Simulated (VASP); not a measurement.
```yaml
crystal:
  lattice:
    - [0.00000, 3.37287, 3.37287]
    - [3.37287, 0.00000, 3.37287]
    - [3.37287, 3.37287, 0.00000]
  atoms:
    - { symbol: Sr, position: [0.00000, 0.00000, 0.00000] }
    - { symbol: Te, position: [0.50000, 0.50000, 0.50000] }
```

The numbers are results of PBEsol GGA, VASP's PBE PAW potentials (set 64) (plane waves; VASP), not measurements. Run with 520 eV cut-off, 7×7×7 Γ-centred mesh, Gaussian smearing of 0.050 eV, potentials Sr_sv Te.

Predict the energy per atom (σ→0), pressure.

```
Property                       Result
---------------------  --------------
energy per atom (σ→0)  -4.404 eV/atom
pressure                    -1.84 GPa
```

The compound is SrTe in the rock salt structure. This cell is one point of a volume scan, at 1.06 of the reference volume.
